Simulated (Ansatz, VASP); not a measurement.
**HfO2 in two plane-wave programs**

Wanted: the spread between two codes on one cell, functional and k mesh. Of the first pair: The structure shown is the start of the Ansatz relaxation below; VASP solves that cell, so the two are compared at the walk's first step.

Main program and level: Ansatz 0.2.0; plane waves, with VASP 6.6.1 beside it; single point at LDA.

## (1) Set-up

It takes space group P2_1/c (No. 14, monoclinic). Conventional cell: a = 5.123 Å, b = 5.183 Å, c = 5.306 Å, α = 90.00°, β = 99.84°, γ = 90.00°. Nearest to O lie 4 Hf at 2.14 to 2.25 Å. Nearest to O lie 3 Hf at 2.04 to 2.14 Å. Hf has 7 O at 2.04 to 2.25 Å nearest. Farther neighbours and most contacts between anions are not listed.

As a file:

```cif
data_structure
_symmetry_space_group_name_H-M 'P 1'
_symmetry_Int_Tables_number 1
_cell_length_a 5.1232
_cell_length_b 5.1831
_cell_length_c 5.3055
_cell_angle_alpha 90.000
_cell_angle_beta 99.844
_cell_angle_gamma 90.000
_cell_volume 138.81
loop_
_atom_site_label
_atom_site_type_symbol
_atom_site_fract_x
_atom_site_fract_y
_atom_site_fract_z
_atom_site_occupancy
O1 O 0.44858 0.75744 0.47885 1
O2 O 0.55142 0.25744 0.02115 1
O3 O 0.55142 0.24256 0.52115 1
O4 O 0.44858 0.74256 0.97885 1
O5 O 0.06814 0.33172 0.34579 1
O6 O 0.93186 0.83172 0.15421 1
O7 O 0.93186 0.66828 0.65421 1
O8 O 0.06814 0.16828 0.84579 1
Hf9 Hf 0.27695 0.04339 0.20830 1
Hf10 Hf 0.72305 0.54339 0.29170 1
Hf11 Hf 0.72305 0.95661 0.79170 1
Hf12 Hf 0.27695 0.45661 0.70830 1
```

## (2) Ansatz: relaxation, LDA

Ansatz runs on its PAW soft_1 files.

The two programs are compared at the cell with which this relaxation starts, whose forces are those of its first step.

Input file input.yaml:

```yaml
crystal:
  lattice:
    - [5.1231361343, 0.0, -0.0233323087]
    - [0.0, 5.1831282714, 0.0]
    - [-0.8832827459, 0.0, 5.2314608491]
  atoms:
    - { symbol: O, position: [0.4485840016, 0.7574439162, 0.478854247] }
    - { symbol: O, position: [0.5514159984, 0.2574439162, 0.021145753] }
    - { symbol: O, position: [0.5514159984, 0.2425560838, 0.521145753] }
    - { symbol: O, position: [0.4485840016, 0.7425560838, 0.978854247] }
    - { symbol: O, position: [0.0681392766, 0.3317184702, 0.3457866593] }
    - { symbol: O, position: [0.9318607234, 0.8317184702, 0.1542133407] }
    - { symbol: O, position: [0.9318607234, 0.6682815298, 0.6542133407] }
    - { symbol: O, position: [0.0681392766, 0.1682815298, 0.8457866593] }
    - { symbol: Hf, position: [0.2769499813, 0.043394267, 0.2083026636] }
    - { symbol: Hf, position: [0.7230500187, 0.543394267, 0.2916973364] }
    - { symbol: Hf, position: [0.7230500187, 0.956605733, 0.7916973364] }
    - { symbol: Hf, position: [0.2769499813, 0.456605733, 0.7083026636] }
kpoints:
  mp_grid: { grid: [4, 4, 4] }
hamiltonian:
  xc: lda
  pseudopotentials: { kind: paw, azcp: { folder: soft_1 }, xc_functional: pbe }
scf:
  occupations: { method: fixed }
output:
  forces: true
  stress: true
  eigenvalues: true
relax:
  adjacent_minimum: "off"
  f_tol: 0.001
  max_steps: 60
  cell: { stress_tol: 0.01, fix: [volume] }
```

On the command line:

```
$ ansatz run input.yaml --threads 8 --pin off --max-ram 20480MiB --backend cpu --events-out ev --progress --plain --runs-dir out
```

Numbers of over 12 decimals in the logs are rounded to 6 here.

The program printed:

```text
Engine: ansatz 0.2.0, aarch64-unknown-linux-gnu
Pseudopotentials: kind: paw
Pseudopotential: O, paw, valence charge 6, recommended cutoff 420 eV (normal), soft_1/O.paw.azcp
Pseudopotential: Hf, paw, valence charge 26, recommended cutoff 420 eV (normal), soft_1/Hf.paw.azcp
Functional definition: SPW92
  exchange = slater_x
  correlation = pw_c
Crystal: 12 atoms, lattice volume = 138.809 Å³
Basis set: ecut = 420 eV, 2711 PW (Γ)
Bands: 92, of which v1, the nominal top of the filled ones, is band 76 counted from 1 (75 counted from 0)
Symmetry: 4 space group operations
Space group: P21/c (ITA 14), of the structure as read, at distance tolerance 5.2e-5 Å
k-points: 30 of 64
Non-local potential: O, projectors of the file, l = 0: 2, l = 1: 2, l = 2: 1
Non-local potential: Hf, projectors of the file, l = 0: 3, l = 1: 2, l = 2: 2, l = 3: 3
PAW form: soft (Blöchl's): semilocal exchange-correlation on the pseudo side does not see the compensation charge
PAW frozen core: O, regenerated for the run's functional, and the local potential with it (the file was generated under x = pbe(κ = 0.804, μ = 0.219515), c = pbe(β = 0.066725))
PAW frozen core: Hf, regenerated for the run's functional, and the local potential with it (the file was generated under x = pbe(κ = 0.804, μ = 0.219515), c = pbe(β = 0.066725))
PAW one-centre angular grid: O, 110 points (default); XC on 64 Gauss nodes
PAW one-centre angular grid: Hf, 590 points (default); XC on 64 Gauss nodes
Initial density: superposition of atomic densities (chi_scale 0.1, normalization cell, long waves kept (reshape's long-wave potential 0.02 eV rms))
Initial wavefunctions: pseudopotential atomic-orbital guess
Functional: x = slater, c = lda
SCF iter   1: F=—  HF=-66378.522735 eV  |F-HF|=—  |Δ(HF+E_count)|=         —  Δρ=9.34e-2  dr2=1.01e1  ethr=3.10e-3  ⟨swp⟩=4.1  Hψ=7716  notcnv=0  defer=338
preconditioner: auto → Resta (q_TF=auto, 2.770 Å⁻¹)  ε∞=4.9  [insulator: Δε(μ)=2.885 eV  Ē_g=19.159 eV  n_scr=52 (ndim 8)  ℏωp=37.8 eV  f_vac=0.010  ε∞_Penn≈4.9]
SCF iter   2: F=—  HF=-66375.998447 eV  |F-HF|=—  |Δ(HF+E_count)|=    2.52e0  Δρ=4.07e-2  dr2=2.19e0  ethr=3.10e-3  ⟨swp⟩=2.1  Hψ=5538  notcnv=0  defer=366
SCF iter   3: F=—  HF=-66375.288744 eV  |F-HF|=—  |Δ(HF+E_count)|=   7.10e-1  Δρ=2.21e-2  dr2=7.07e-1  ethr=1.44e-3  ⟨swp⟩=2.0  Hψ=4183  notcnv=0  defer=415
SCF iter   4: F=—  HF=-66375.075741 eV  |F-HF|=—  |Δ(HF+E_count)|=   2.13e-1  Δρ=7.50e-3  dr2=5.69e-2  ethr=4.65e-4  ⟨swp⟩=2.6  Hψ=4837  notcnv=0  defer=416
SCF iter   5: F=—  HF=-66375.091333 eV  |F-HF|=—  |Δ(HF+E_count)|=   1.56e-2  Δρ=3.69e-3  dr2=1.96e-2  ethr=3.74e-5  ⟨swp⟩=2.0  Hψ=4516  notcnv=0  defer=420
SCF iter   6: F=—  HF=-66375.079025 eV  |F-HF|=—  |Δ(HF+E_count)|=   1.23e-2  Δρ=6.86e-4  dr2=7.29e-4  ethr=1.29e-5  ⟨swp⟩=2.0  Hψ=4812  notcnv=0  defer=420
SCF iter   7: F=—  HF=-66375.079843 eV  |F-HF|=—  |Δ(HF+E_count)|=   8.18e-4  Δρ=4.00e-4  dr2=2.21e-4  ethr=4.80e-7  ⟨swp⟩=2.0  Hψ=4780  notcnv=0  defer=409
SCF iter   8: F=—  HF=-66375.079842 eV  |F-HF|=—  |Δ(HF+E_count)|=   9.45e-7  Δρ=3.34e-4  dr2=1.18e-4  ethr=1.45e-7  ⟨swp⟩=2.0  Hψ=4726  notcnv=0  defer=314
SCF iter   9: F=—  HF=-66375.079812 eV  |F-HF|=—  |Δ(HF+E_count)|=   2.98e-5  Δρ=4.85e-5  dr2=3.01e-6  ethr=7.76e-8  ⟨swp⟩=2.0  Hψ=4246  notcnv=0  defer=314
SCF iter  10: F=—  HF=-66375.079811 eV  |F-HF|=—  |Δ(HF+E_count)|=   1.14e-6  Δρ=8.70e-6  dr2=1.10e-7  ethr=1.98e-9  ⟨swp⟩=2.0  Hψ=4911  notcnv=0  defer=314
SCF iter  11: F=-66375.079811 eV  HF=-66375.079811 eV  |F-HF|=2.62e-10  |Δ(HF+E_count)|=   2.20e-8  Δρ=2.36e-6  dr2=8.16e-9  ethr=6.58e-11  ⟨swp⟩=11.9  Hψ=13469  notcnv=0
SCF 1 converged in 11 iterations: F = -66375.079811 eV  dr2 = 8.16e-9
  greatest PAW one-centre occupation: 0.999 electrons in one spin orbital (limit 2), on the Hf atom at site 10 (counted from 0), in its partial waves of l = 3
relax step   1: F+E_penalty+E_count = -66375.07981104 eV  Δ(F+E_penalty+E_count) = +0.000e0 eV  max|allowed force component| = 1.105e-1 eV/Å  Δτ_max = 0.0000 Å  P = -8.547 GPa  Ω = 138.809 Å³  fix = [volume]  reactions: volume -8.547 GPa  (11 SCF iters, dr2 threshold 1.00e-7 eV, accepted)
Basis set: ecut = 420 eV, 2705 PW (Γ)
Initial density: handed on by an earlier stage of this run
Initial wavefunctions: those handed on with the density
iter 1 solved again at ethr=1.79e-6 eV; its pass at ethr=3.10e-3 eV (dr2=2.72e-3 eV) is discarded
SCF iter   1: F=—  HF=-66375.082863 eV  |F-HF|=—  |Δ(HF+E_count)|=         —  Δρ=1.84e-3  dr2=2.60e-3  ethr=1.79e-6  ⟨swp⟩=3.0  Hψ=9954  notcnv=0  defer=419
preconditioner: auto → Resta (q_TF=auto, 2.770 Å⁻¹)  ε∞=5.4  [insulator: Δε(μ)=3.918 eV  Ē_g=18.042 eV  n_scr=52 (ndim 8)  ℏωp=37.8 eV  f_vac=0.075  ε∞_Penn≈5.4]
SCF iter   2: F=—  HF=-66375.082244 eV  |F-HF|=—  |Δ(HF+E_count)|=   6.19e-4  Δρ=8.40e-4  dr2=4.06e-4  ethr=1.71e-6  ⟨swp⟩=2.0  Hψ=4481  notcnv=0  defer=420
[...]
iter 1 solved again at ethr=5.39e-8 eV; its pass at ethr=3.10e-3 eV (dr2=8.19e-5 eV) is discarded
SCF iter   1: F=—  HF=-66375.086093 eV  |F-HF|=—  |Δ(HF+E_count)|=         —  Δρ=3.52e-5  dr2=3.62e-8  ethr=5.39e-8  ⟨swp⟩=4.1  Hψ=16548  notcnv=0  defer=420
preconditioner: auto → Resta (q_TF=auto, 2.770 Å⁻¹)  ε∞=5.4  [insulator: Δε(μ)=3.926 eV  Ē_g=18.050 eV  n_scr=52 (ndim 8)  ℏωp=37.8 eV  f_vac=0.076  ε∞_Penn≈5.4]
SCF iter   2: F=—  HF=-66375.086090 eV  |F-HF|=—  |Δ(HF+E_count)|=   2.74e-6  Δρ=1.79e-5  dr2=9.32e-9  ethr=2.38e-11  ⟨swp⟩=3.6  Hψ=6724  notcnv=0  defer=329
SCF iter   3: F=—  HF=-66375.086090 eV  |F-HF|=—  |Δ(HF+E_count)|=   3.31e-7  Δρ=5.89e-7  dr2=2.83e-10  ethr=6.13e-12  ⟨swp⟩=1.1  Hψ=2608  notcnv=0  defer=329
SCF iter   4: F=—  HF=-66375.086090 eV  |F-HF|=—  |Δ(HF+E_count)|=  1.16e-10  Δρ=9.67e-8  dr2=9.09e-12  ethr=1.00e-12  ⟨swp⟩=2.0  Hψ=3814  notcnv=0  defer=329
SCF iter   5: F=-66375.086090 eV  HF=-66375.086090 eV  |F-HF|=2.91e-11  |Δ(HF+E_count)|=  1.46e-11  Δρ=5.78e-8  dr2=4.43e-12  ethr=1.00e-12  ⟨swp⟩=14.6  Hψ=17466  notcnv=0
SCF 10 converged in 5 iterations: F = -66375.086090 eV  dr2 = 4.43e-12
relax step  10: F+E_penalty+E_count = -66375.08609023 eV  Δ(F+E_penalty+E_count) = -1.494e-5 eV  max|allowed force component| = 2.214e-4 eV/Å  Δτ_max = 0.0000 Å  P = -7.834 GPa  Ω = 138.809 Å³  fix = [volume]  reactions: volume -7.834 GPa  stress off target by 1.35e-3 GPa on what of the cell is left free  SCF on the basis re-selected at this cell (its energy is not comparable with the rows above)  (5 SCF iters)
basis re-selected at this cell: Δ(F+E_penalty+E_count) = -1.494e-5 eV, ΔP = +0.000 GPa vs the last step (what re-selecting the basis moved, of the pressure what is left beyond the Pulay correction that the steps carried, after the strain that the cell walked since its last selection, with what the two solves' SCF thresholds leave and, on support functions, any second-order correction that the steps lacked; it is no m [...]
SCF converged after 5 iterations
Free energy (F): -66375.086090 eV
Harris-Foulkes:  -66375.086090 eV  (|F-HF|=2.91e-11)
Internal energy: -66375.086090 eV  (E = F + TS)
E sigma→0 (E₀):  -66375.086090 eV
Fermi energy:    12.533398 eV
--- Per-component energies (eV) ---
  E_band       = -229.835845
  E_kinetic    = 2963.103341
  E_local      = -29708.029553  (includes V_loc(G=0)·N_el)
  E_nonlocal   = 746.826342
  E_hartree    = 14075.278380
  E_xc         = -1618.877527
  E_vxc        = -1741.858100  (∫ρ·V_xc dr)
  E_paw        = -31043.165223  (= ΣΔE_a)
  E_vpaw       = -640.441365  (= ΣTr[D̂ρ^β])
  E_aug_tail   = 0.006699  (compensation charges beyond the density's cutoff)
  E_ewald      = -21800.832273
  E_core_change = 10.603724  (= ΣΔE_core)
  E_smearing   = -0.000000  (= −TS)
  E_closure    = -0.000000  (closes the sum)
  Σ components = -66375.086090   (vs F -66375.086090, Δ=0.00e0)
--- Forces (eV/Å), atoms counted from 1 ---
  atom   1  O      0.00007942     0.00004355     0.00000640
  atom   2  O     -0.00007942     0.00004355    -0.00000640
  atom   3  O     -0.00007942    -0.00004355    -0.00000640
  atom   4  O      0.00007942    -0.00004355     0.00000640
  atom   5  O     -0.00003424     0.00000752     0.00008375
  atom   6  O      0.00003424     0.00000752    -0.00008375
  atom   7  O      0.00003424    -0.00000752    -0.00008375
  atom   8  O     -0.00003424    -0.00000752     0.00008375
  atom   9  Hf     0.00022140    -0.00010664    -0.00002520
  atom  10  Hf    -0.00022140    -0.00010664     0.00002520
  atom  11  Hf    -0.00022140     0.00010664     0.00002520
  atom  12  Hf     0.00022140     0.00010664    -0.00002520
  max |Σ_I F_I| component: 1.36e-20 eV/Å
--- Stress (GPa, compression-positive) ---
       -7.835012       0.000000       0.000060
        0.000000      -7.835331      -0.000000
        0.000060      -0.000000      -7.833148
  P = ⅓ Tr σ = -7.8345 GPa (-78.345 kbar)
--- Band table (eV; the first three rows and the last of 30) ---
  k-point 0: bands = [... 72 lower, 11.9492, 12.0301, 12.3395, 12.5334, 16.9909, 17.4377, 17.5374, 17.9221, ... 12 higher]
  k-point 1: bands = [... 72 lower, 11.7173, 11.9046, 12.1439, 12.2801, 17.0405, 17.2840, 17.4764, 17.9692, ... 12 higher]
  k-point 2: bands = [... 72 lower, 11.7068, 11.7068, 12.0076, 12.0076, 17.1533, 17.1533, 17.6299, 17.6299, ... 12 higher]
  k-point 29: bands = [... 72 lower, 11.4916, 11.4916, 11.7971, 11.7971, 16.8789, 16.8789, 17.6148, 17.6148, ... 12 higher]
--- Relaxed structure (8 steps of the walk, 8 accepted, 2 SCFs on fresh bases) ---
  F+E_penalty+E_count = -66375.08609023 eV   max|allowed force component| = 2.214e-4 eV/Å   (the final SCF, on the basis selected at the relaxed cell)
  cell:  # Å, volume = 138.8087 Å³
    - [5.128711, 9.371833056885815e-19, -0.030660]
    - [9.66344706261288e-19, 5.168844, 3.9933551726978626e-18]
    - [-0.891681, 3.865913515483027e-18, 5.241516]
  atoms:
    - { symbol: O, position: [0.450843, 0.756935, 0.476536] }
    - { symbol: O, position: [0.549157, 0.256935, 0.023464] }
    - { symbol: O, position: [0.549157, 0.243065, 0.523464] }
    - { symbol: O, position: [0.450843, 0.743065, 0.976536] }
    - { symbol: O, position: [0.065570, 0.326788, 0.350564] }
    - { symbol: O, position: [0.934430, 0.826788, 0.149436] }
    - { symbol: O, position: [0.934430, 0.673212, 0.649436] }
    - { symbol: O, position: [0.065570, 0.173212, 0.850564] }
    - { symbol: Hf, position: [0.276055, 0.044091, 0.208477] }
    - { symbol: Hf, position: [0.723945, 0.544091, 0.291523] }
    - { symbol: Hf, position: [0.723945, 0.955909, 0.791523] }
    - { symbol: Hf, position: [0.276055, 0.455909, 0.708477] }
```

The column dr2 measures how far the density is from self-consistency, as an energy; F and HF (Harris–Foulkes) agree once it is small.

[end of part 1 of 3]

[Lines on the potential files, build, host, timing and source positions are cut from VASP's logs without a mark.]

[Logs are printed without paths, hosts, clocks, repeated set-up lines and the standing remarks that a program may print on its own settings, such as how far it seeks lower states.]

[Hosts, paths, dates, database ids (printed as entryN), source tags and the programs' standing remarks are cut or masked in the printed files.]
